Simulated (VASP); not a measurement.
Consider the following.

```yaml
crystal:
  lattice:
    - [3.27188, 0.00000, 0.00000]
    - [0.00000, 3.27188, 0.00000]
    - [0.00000, 0.00000, 3.27188]
  atoms:
    - { symbol: In, position: [0.00000, 0.00000, 0.00000] }
    - { symbol: Pd, position: [0.50000, 0.50000, 0.50000] }
```

Method: LDA (Ceperley-Alder, Perdew-Zunger), VASP's LDA PAW potentials (set 64) (plane waves; VASP). Numerical set-up: 300 eV cut-off, 8×8×8 Γ-centred mesh, first-order Methfessel-Paxton smearing of 0.20 eV, potentials In_d Pd.

At this cut-off the stress carries a Pulay error, which pulls relaxed volumes low. Unless said otherwise, spin-orbit coupling is left out, though it shifts the bands of the heavy elements here.

Task: What does the run give for the energy per atom (σ→0), pressure, band gap (on the k-mesh) with the smallest direct gap where there is one?

Result: 
The band gap (on the k-mesh) is none (metal, semimetal or under 0.01 eV) and the energy per atom (σ→0) is -5.384 eV/atom. The pressure is -7.18 GPa.

Total energies compare only between runs with the same potentials, cut-off and functional.

The structure comes from a computed database's InPd entry; how it stands against other phases isn't given here. The cell was not relaxed at this level. The electron count is odd and the run is not spin-polarised, which forces a metal.
